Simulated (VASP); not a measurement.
Computed with vdW-DF-cx, VASP's PBE PAW potentials (set 64) (plane waves; VASP).

VASP input:

### INCAR
```
SYSTEM=MgSe
PREC=Accurate; ENCUT=520; LREAL=.FALSE.
LASPH=.TRUE.
EDIFF=1E-7; NELM=100; ALGO=Normal
LMAXMIX=4
ISMEAR=0; SIGMA=0.05
GGA=CX; LUSE_VDW=.TRUE.; AGGAC=0.0
ISIF=2
LWAVE=.FALSE.; LCHARG=.FALSE.
```

File POSCAR:
```
MgSe
2.735840
  0.0000000000   1.0000000285   1.0000000285
  1.0000000285   0.0000000000   1.0000000285
  1.0000000285   1.0000000285   0.0000000000
Mg Se
1 1
Cartesian
  1.0000000285   2.0000000571   1.0000000285
  1.0000000285   1.0000000285   1.0000000285
```

File KPOINTS:
```
kpoints
0
gamma
 8 8 8
```

POTCAR, in this order: Mg Se (PBE.64 set). Program: vasp_std.

Question: What does the run give for the energy per atom (σ→0), band gap (on the k-mesh)?

Answer: 
```yaml
energy per atom (σ→0): -2.392 eV/atom
band gap (on the k-mesh): 1.90 eV
```

OSZICAR:
```
...
DAV:   7    -0.478222218574E+01    0.34463E-01   -0.22320E-01   584   0.239E+00    0.912E-01
DAV:   8    -0.478326634432E+01   -0.10442E-02   -0.88152E-03   520   0.792E-01    0.223E-01
DAV:   9    -0.478325202246E+01    0.14322E-04   -0.94395E-05   704   0.793E-02    0.154E-01
DAV:  10    -0.478326886482E+01   -0.16842E-04   -0.23563E-04   544   0.811E-02    0.331E-02
DAV:  11    -0.478325856266E+01    0.10302E-04   -0.37618E-05   504   0.313E-02    0.134E-02
DAV:  12    -0.478325843435E+01    0.12832E-06   -0.42054E-06   592   0.119E-02    0.565E-04
DAV:  13    -0.478325843846E+01   -0.41102E-08   -0.62567E-08   464   0.167E-03
   1 F= -.47832584E+01 E0= -.47832584E+01  d E =-.154458E-17
```

The compound is MgSe in the rock salt structure. It was relaxed first.
